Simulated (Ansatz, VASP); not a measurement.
# One calculation of SiSn2, two programs

```xyz
6
Lattice="4.4646 0.0000 0.0000 -2.2323 3.8665 0.0000 0.0000 0.0000 10.7418" Properties=species:S:1:pos:R:3 pbc="T T T"
Si    0.0000    0.0000    1.1857
Si    0.0000    0.0000    9.5561
Sn    2.2323    1.2888    1.9458
Sn    2.2323    1.2888    4.8134
Sn    0.0000    2.5776    8.7960
Sn    0.0000    2.5776    5.9284
```

Alike in both runs: functional PBE; k mesh 4 × 4 × 2; occupations gaussian, width 0.2 eV; no spin polarisation.

Ansatz relaxed the structure, and its values are those at the end. VASP's run is a single point on that final structure, the one shown.

|  | VASP | Ansatz |
| --- | --- | --- |
| version | VASP 6.6.1 | Ansatz 0.2.0 |
| potentials or method | VASP PAW PBE potentials, release 64 (Si, Sn_d) | scalar-relativistic, plane waves, PAW |
| plane-wave cutoff (eV) | 520 | 420 |
| valence electrons in the cell | 64 | 64 |

```tsv
	VASP	Ansatz	Ansatz less VASP
gap on the k mesh at the Fermi level (eV)	none	none	-
pressure (GPa)	0.0	0.1	+0.05
rms of the force components (eV/Å)	0.021	0.021	-0.0001
```

A gap of «none» marks a metal or a gap that the smearing closes.

Caveats: the k mesh is coarse (spacing up to 0.41 Å⁻¹), so the values aren't converged.
